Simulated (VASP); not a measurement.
Computed with PBE GGA, VASP's PBE PAW potentials (set 64) (plane waves; VASP 6.6.1).

Input for VASP

**INCAR**
```
ALGO = Normal
EDIFF = 1E-12
ENCUT = 300
GGA = PE
ISIF = 2
ISMEAR = 0
ISPIN = 2
LASPH = .True.
LCHARG = .False.
LMAXMIX = 6
LORBIT = 11
LREAL = .False.
LWAVE = .False.
NELM = 100
PREC = Accurate
SIGMA = 0.2
SYSTEM = Dy
```

**KPOINTS**
```
Automatic mesh
0
Gamma
10 10 6
0 0 0
```

File POSCAR:
```
Dy
1
    3.7134320000     0.0000000000     0.0000000000
   -1.8567160000     3.2159260000     0.0000000000
    0.0000000000     0.0000000000     5.6879690000
Dy
2
Direct
  0.3333330000   0.6666670000   0.2500000000
  0.6666670000   0.3333330000   0.7500000000
```

POTCAR, in this order: Dy (PBE.64 set). Program: vasp_std. The INCAR's line for the spin-polarised start is left out here.

Output of the run:

File OSZICAR:
```
       N       E                     dE             d eps       ncg     rms          rms(c)
DAV:   1     0.248613836102E+03    0.24861E+03   -0.11161E+04  8138   0.271E+03
DAV:   2     0.317788983936E+02   -0.21683E+03   -0.20205E+03  7880   0.291E+02
DAV:   3    -0.625161835903E+01   -0.38031E+02   -0.36321E+02  8479   0.112E+02
DAV:   4    -0.134152178293E+02   -0.71636E+01   -0.70068E+01 12696   0.417E+01
DAV:   5    -0.137690069816E+02   -0.35379E+00   -0.35260E+00 10413   0.113E+01    0.305E+01
DAV:   6    -0.307860041455E+02   -0.17017E+02   -0.83510E+01  7720   0.123E+02    0.121E+02
DAV:   7    -0.169070404267E+02    0.13879E+02   -0.14205E+01  7127   0.288E+01    0.643E+01
DAV:   8    -0.155174189576E+02    0.13896E+01   -0.12593E+01  8590   0.303E+01    0.206E+01
DAV:   9    -0.156712818804E+02   -0.15386E+00   -0.12177E+00 11190   0.779E+00    0.276E+01
DAV:  10    -0.164467526683E+02   -0.77547E+00   -0.11818E+00  8481   0.122E+01    0.248E+01
DAV:  11    -0.157153046911E+02    0.73145E+00   -0.10244E+00  8040   0.119E+01    0.130E+01
DAV:  12    -0.157944112677E+02   -0.79107E-01   -0.59841E-02 11370   0.201E+00    0.934E+00
DAV:  13    -0.157165959813E+02    0.77815E-01   -0.14745E-01  9433   0.625E+00    0.429E+00
DAV:  14    -0.157710784300E+02   -0.54482E-01   -0.94684E-02  9996   0.438E+00    0.358E+00
DAV:  15    -0.157614210975E+02    0.96573E-02   -0.26913E-02  9753   0.190E+00    0.249E+00
DAV:  16    -0.157511692606E+02    0.10252E-01   -0.46149E-03  9954   0.146E+00    0.245E+00
DAV:  17    -0.157426331257E+02    0.85361E-02   -0.21389E-02  9528   0.243E+00    0.180E+00
DAV:  18    -0.157481442244E+02   -0.55111E-02   -0.57930E-03 10107   0.129E+00    0.138E+00
DAV:  19    -0.157472738696E+02    0.87035E-03   -0.15846E-03  9537   0.847E-01    0.105E+00
DAV:  20    -0.157475986488E+02   -0.32478E-03   -0.60392E-04 12040   0.416E-01    0.853E-01
DAV:  21    -0.157473095344E+02    0.28911E-03   -0.42589E-04 10413   0.316E-01    0.575E-01
DAV:  22    -0.157473125484E+02   -0.30140E-05   -0.22466E-04 12659   0.123E-01    0.488E-01
DAV:  23    -0.157473402525E+02   -0.27704E-04   -0.84728E-05  9770   0.406E-02    0.502E-01
DAV:  24    -0.157472884955E+02    0.51757E-04   -0.13184E-05  9058   0.507E-02    0.422E-01
DAV:  25    -0.157472364075E+02    0.52088E-04   -0.50816E-05  8557   0.118E-01    0.240E-01
DAV:  26    -0.157472270819E+02    0.93256E-05   -0.49020E-05  9977   0.945E-02    0.813E-02
DAV:  27    -0.157472309828E+02   -0.39009E-05   -0.18498E-05  9723   0.764E-02    0.106E-01
DAV:  28    -0.157472247374E+02    0.62454E-05   -0.10567E-05  9617   0.551E-02    0.489E-02
DAV:  29    -0.157472250553E+02   -0.31787E-06   -0.29764E-06 10420   0.128E-02    0.429E-02
DAV:  30    -0.157472249485E+02    0.10674E-06   -0.55557E-07 11837   0.467E-03    0.399E-02
DAV:  31    -0.157472245162E+02    0.43237E-06   -0.18694E-07  9391   0.637E-03    0.258E-02
DAV:  32    -0.157472243993E+02    0.11689E-06   -0.20158E-07  9103   0.109E-02    0.113E-02
DAV:  33    -0.157472240871E+02    0.31220E-06   -0.19649E-07  8949   0.532E-03    0.306E-03
DAV:  34    -0.157472239669E+02    0.12016E-06   -0.44598E-08  9692   0.400E-03    0.902E-04
DAV:  35    -0.157472239107E+02    0.56214E-07   -0.18726E-08 11376   0.107E-03    0.119E-03
DAV:  36    -0.157472238697E+02    0.41025E-07   -0.22605E-09 10333   0.292E-04    0.989E-04
DAV:  37    -0.157472238561E+02    0.13585E-07   -0.55241E-10  9618   0.405E-04    0.114E-03
DAV:  38    -0.157472238633E+02   -0.71896E-08   -0.27473E-10  9567   0.340E-04    0.551E-04
DAV:  39    -0.157472238619E+02    0.13961E-08   -0.44918E-10  9448   0.323E-04    0.310E-04
DAV:  40    -0.157472238683E+02   -0.64147E-08   -0.15201E-10 11382   0.114E-04    0.126E-04
DAV:  41    -0.157472238717E+02   -0.33533E-08   -0.29134E-11 11658   0.417E-05    0.850E-05
DAV:  42    -0.157472238704E+02    0.13006E-08   -0.10685E-11 11093   0.536E-05    0.700E-05
DAV:  43    -0.157472238704E+02   -0.35470E-10   -0.46823E-12  9654   0.210E-05    0.431E-05
DAV:  44    -0.157472238705E+02   -0.13097E-09   -0.25928E-12  9275   0.973E-06    0.263E-05
DAV:  45    -0.157472238708E+02   -0.24374E-09   -0.12404E-12  6804   0.686E-06    0.255E-05
DAV:  46    -0.157472238713E+02   -0.55934E-09   -0.13297E-12  6790   0.328E-06    0.244E-05
DAV:  47    -0.157472238712E+02    0.96406E-10   -0.74449E-13  6676   0.339E-06    0.237E-05
DAV:  48    -0.157472238713E+02   -0.78217E-10   -0.36400E-13  6603   0.165E-06    0.236E-05
DAV:  49    -0.157472238711E+02    0.17189E-09   -0.10983E-12  6621   0.150E-06    0.236E-05
DAV:  50    -0.157472238713E+02   -0.16917E-09   -0.19852E-12  6568   0.880E-07    0.235E-05
DAV:  51    -0.157472238710E+02    0.34743E-09    0.44148E-13  6534   0.798E-07    0.235E-05
DAV:  52    -0.157472238709E+02    0.16371E-10   -0.12771E-12  6532   0.695E-07    0.234E-05
DAV:  53    -0.157472238709E+02    0.72760E-11   -0.10142E-12  6497   0.467E-07    0.234E-05
DAV:  54    -0.157472238710E+02   -0.36380E-10    0.45462E-13  6524   0.358E-07    0.234E-05
DAV:  55    -0.157472238711E+02   -0.16280E-09   -0.26610E-13  6516   0.303E-07    0.234E-05
DAV:  56    -0.157472238713E+02   -0.20464E-09   -0.10208E-12  6499   0.244E-07    0.234E-05
DAV:  57    -0.157472238710E+02    0.33469E-09   -0.14938E-12  6491   0.176E-07    0.234E-05
DAV:  58    -0.157472238712E+02   -0.17008E-09    0.14581E-12  6500   0.165E-07    0.234E-05
DAV:  59    -0.157472238710E+02    0.20373E-09   -0.61357E-13  6503   0.117E-07    0.234E-05
DAV:  60    -0.157472238711E+02   -0.16826E-09   -0.50846E-13  6505   0.993E-08    0.234E-05
DAV:  61    -0.157472238710E+02    0.88221E-10   -0.64101E-13  6511   0.770E-08    0.234E-05
DAV:  62    -0.157472238708E+02    0.20009E-09    0.65317E-15  6526   0.692E-08    0.234E-05
DAV:  63    -0.157472238712E+02   -0.33560E-09   -0.58829E-13  6506   0.556E-08    0.234E-05
```

**stdout**
```
...
DAV:  40    -0.157472238683E+02   -0.64147E-08   -0.15201E-10 11382   0.114E-04    0.126E-04
DAV:  41    -0.157472238717E+02   -0.33533E-08   -0.29134E-11 11658   0.417E-05    0.850E-05
DAV:  42    -0.157472238704E+02    0.13006E-08   -0.10685E-11 11093   0.536E-05    0.700E-05
DAV:  43    -0.157472238704E+02   -0.35470E-10   -0.46823E-12  9654   0.210E-05    0.431E-05
DAV:  44    -0.157472238705E+02   -0.13097E-09   -0.25928E-12  9275   0.973E-06    0.263E-05
DAV:  45    -0.157472238708E+02   -0.24374E-09   -0.12404E-12  6804   0.686E-06    0.255E-05
DAV:  46    -0.157472238713E+02   -0.55934E-09   -0.13297E-12  6790   0.328E-06    0.244E-05
DAV:  47    -0.157472238712E+02    0.96406E-10   -0.74449E-13  6676   0.339E-06    0.237E-05
DAV:  48    -0.157472238713E+02   -0.78217E-10   -0.36400E-13  6603   0.165E-06    0.236E-05
DAV:  49    -0.157472238711E+02    0.17189E-09   -0.10983E-12  6621   0.150E-06    0.236E-05
DAV:  50    -0.157472238713E+02   -0.16917E-09   -0.19852E-12  6568   0.880E-07    0.235E-05
DAV:  51    -0.157472238710E+02    0.34743E-09    0.44148E-13  6534   0.798E-07    0.235E-05
DAV:  52    -0.157472238709E+02    0.16371E-10   -0.12771E-12  6532   0.695E-07    0.234E-05
DAV:  53    -0.157472238709E+02    0.72760E-11   -0.10142E-12  6497   0.467E-07    0.234E-05
DAV:  54    -0.157472238710E+02   -0.36380E-10    0.45462E-13  6524   0.358E-07    0.234E-05
DAV:  55    -0.157472238711E+02   -0.16280E-09   -0.26610E-13  6516   0.303E-07    0.234E-05
DAV:  56    -0.157472238713E+02   -0.20464E-09   -0.10208E-12  6499   0.244E-07    0.234E-05
DAV:  57    -0.157472238710E+02    0.33469E-09   -0.14938E-12  6491   0.176E-07    0.234E-05
DAV:  58    -0.157472238712E+02   -0.17008E-09    0.14581E-12  6500   0.165E-07    0.234E-05
DAV:  59    -0.157472238710E+02    0.20373E-09   -0.61357E-13  6503   0.117E-07    0.234E-05
DAV:  60    -0.157472238711E+02   -0.16826E-09   -0.50846E-13  6505   0.993E-08    0.234E-05
DAV:  61    -0.157472238710E+02    0.88221E-10   -0.64101E-13  6511   0.770E-08    0.234E-05
DAV:  62    -0.157472238708E+02    0.20009E-09    0.65317E-15  6526   0.692E-08    0.234E-05
DAV:  63    -0.157472238712E+02   -0.33560E-09   -0.58829E-13  6506   0.556E-08    0.234E-05

 -----------------------------------------------------------------------------
|                                                                             |
|     EEEEEEE  RRRRRR   RRRRRR   OOOOOOO  RRRRRR      ###     ###     ###     |
|     E        R     R  R     R  O     O  R     R     ###     ###     ###     |
|     E        R     R  R     R  O     O  R     R     ###     ###     ###     |
|     EEEEE    RRRRRR   RRRRRR   O     O  RRRRRR       #       #       #      |
|     E        R   R    R   R    O     O  R   R                               |
|     E        R    R   R    R   O     O  R    R      ###     ###     ###     |
|     EEEEEEE  R     R  R     R  OOOOOOO  R     R     ###     ###     ###     |
|                                                                             |
|     EDDAV: Call to ZHEGV failed. Returncode = 1 2 10                        |
|                                                                             |
|       ---->  I REFUSE TO CONTINUE WITH THIS SICK JOB ... BYE!!! <----       |
|                                                                             |
 -----------------------------------------------------------------------------
```

VASP stops with an error: EDDAV: Call to ZHEGV failed. Returncode = 1 2 10 ----> I REFUSE TO CONTINUE WITH THIS SICK JOB ... BYE!!! <----

The run has a spin-polarised start.

The structure comes from a computed database's Dy entry; how it stands against other phases isn't given here. The cell was not relaxed at this level. The run is one of a series of settings (EDIFF = 1E-12 against the base run), some of them coarse on purpose.
